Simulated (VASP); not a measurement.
An input for Quantum ESPRESSO's pw.x (written as the equivalent of a VASP run, and not itself run):

```
&CONTROL
  calculation = 'scf'
  pseudo_dir = './pseudo'
  outdir = './out'
  tprnfor = .true.
  tstress = .true.
/
&SYSTEM
  ibrav = 0
  nat = 1
  ntyp = 1
  ecutwfc = 98
  occupations = 'smearing'
  smearing = 'methfessel-paxton'
  degauss = 0.00735
  input_dft = 'pbe'
  vdw_corr = 'grimme-d3'
  dftd3_version = 4
  dftd3_threebody = .false.
  nspin = 2
  starting_magnetization(1) = 0.06
/
&ELECTRONS
  conv_thr = 7.3e-09
  electron_maxstep = 100
/
ATOMIC_SPECIES
  Ni 58.693 Ni.upf
CELL_PARAMETERS angstrom
     0.0000000    1.7718380    1.7718380
     1.7718380    0.0000000    1.7718380
     1.7718380    1.7718380    0.0000000
ATOMIC_POSITIONS crystal
  Ni   0.0000000  0.0000000  0.0000000
K_POINTS automatic
  18 18 18 0 0 0
```

Write the VASP files for the same calculation (PBE-D3(BJ)).

This is not unique; one that fits is 
### POSCAR
```
Ni
1.0
  0.0000000000   1.7718379539   1.7718379539
  1.7718379539   0.0000000000   1.7718379539
  1.7718379539   1.7718379539   0.0000000000
Ni
1
Direct
  0.0000000000   0.0000000000   0.0000000000
```

### KPOINTS
```
Automatic mesh
0
Gamma
18 18 18
0 0 0
```

INCAR:
```
! general
SYSTEM =Ni
PREC   =Accurate
ENCUT  =520
LREAL  =.FALSE.
LASPH  =.TRUE.

! electronic loop
EDIFF  =1E-7
NELM   =100
ALGO   =Normal
LMAXMIX=4

! smearing
ISMEAR =1
SIGMA  =0.1

! functional
GGA    =PE
IVDW   =12

! spin
ISPIN  =2
MAGMOM =0.6

! ions
ISIF   =2

! output
LWAVE  =.FALSE.
LCHARG =.FALSE.
LORBIT =10
```

POTCAR, in this order: Ni (PBE.64 set). Program: vasp_std.

Limits of the translation: the potentials are each code's own (VASP's PAW set, PseudoDojo norm-conserving files in pw.x), so ENCUT and ecutwfc are chosen apart and not converted; conv_thr bounds pw.x's estimated SCF error, while EDIFF bounds the energy change between steps; starting_magnetization is a fraction of the valence charge and MAGMOM a moment in μB, so they match only roughly.

The compound is Ni in the fcc structure. This cell is one point of a volume scan, at 1.06 of the reference volume.
